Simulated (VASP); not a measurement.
EuMo: relaxation of the atoms with PBEsol

The system is EuMo.

```
Eu Mo
1.0
     3.53145    0.00000    0.00000
     0.00000    3.53145    0.00000
     0.00000    0.00000    3.53145
Eu Mo
1 1
Cartesian
  1.7657 1.7657 1.7657
  0.0000 0.0000 0.0000
```

The cell was built by a generator and needn't be a form met in nature.

```
Program                : VASP 6.6.1
Task                   : relaxation of the atoms
Functional             : PBEsol
Potentials or basis    : VASP PAW PBE potentials, release 64 (Eu, Mo_sv)
Cutoff                 : 520 eV
k mesh                 : 8 × 8 × 8
Occupations            : methfessel-paxton, width 0.1 eV
Spin                   : collinear spin, ferromagnetic start
Starting moments       : [7.0, 1.0] μB
Further INCAR settings : ALGO = Normal; EDIFF = 1e-06; IBRION = 2; EDIFFG = -0.005; NSW = 40
```

- Pressure after relaxing: -5.8 GPa
- Band gap on the k mesh: none (metal or under the smearing width)
- Net moment: 5.91 μB per cell
- Site moments: Eu +6.31; Mo -0.64 μB
- Valence electrons inside the program's atomic spheres: Eu 14.81; Mo 12.35

Final structure:
```xyz
2
Lattice="3.5314 0.0000 0.0000 0.0000 3.5314 0.0000 0.0000 0.0000 3.5314" Properties=species:S:1:pos:R:3 pbc="T T T"
Eu    1.7657    1.7657    1.7657
Mo    0.0000    0.0000    0.0000
```

Levels at points of the mesh, in eV from the Fermi level:
Spin up:
```tsv
k point	band 16	band 17	band 18	band 19	band 20	band 21	band 22	band 23
(0.00, 0.00, 0.00)	-0.50	-0.50	-0.49	0.57	0.57	0.57	3.92	3.92
(0.50, 0.00, 0.00)	-0.41	-0.41	0.16	0.86	0.94	0.94	1.60	3.03
(0.50, 0.50, 0.00)	-0.51	-0.51	-0.40	-0.39	2.12	2.49	3.06	3.06
(0.50, 0.50, 0.50)	-0.26	-0.26	-0.26	-0.25	-0.25	-0.25	2.20	2.20
```
Spin down:
```tsv
k point	band 8	band 9	band 10	band 11	band 12	band 13	band 14	band 15	band 16	band 17
(0.00, 0.00, 0.00)	-17.09	-4.69	-2.73	-2.73	0.25	0.25	0.25	3.87	3.87	3.87
(0.50, 0.00, 0.00)	-17.06	-1.64	-1.38	-1.22	0.04	0.04	0.54	1.61	2.36	3.67
(0.50, 0.50, 0.00)	-16.96	-3.03	-2.45	-1.08	-1.08	1.71	2.31	2.86	2.86	3.89
(0.50, 0.50, 0.50)	-17.72	-0.43	-0.43	-0.43	0.11	0.11	0.11	1.78	1.78	3.21
```

Run time: 3.4 min on 1 thread of Intel(R) Xeon(R) Platinum 8375C CPU @ 2.90GHz (Ice Lake), on a shared host, peak memory 0.23 GiB.

Caveat: the relaxation stopped at its first step, so nothing moved; the PAW data sets were made with another functional, which shifts forces and pressure a little; spin-orbit coupling is left out, which moves the levels of the heavy elements; without U or exact exchange the open f shell lies at the Fermi level, which spoils levels, moments and volumes. The state reached can hang on the start; a lower one may exist.
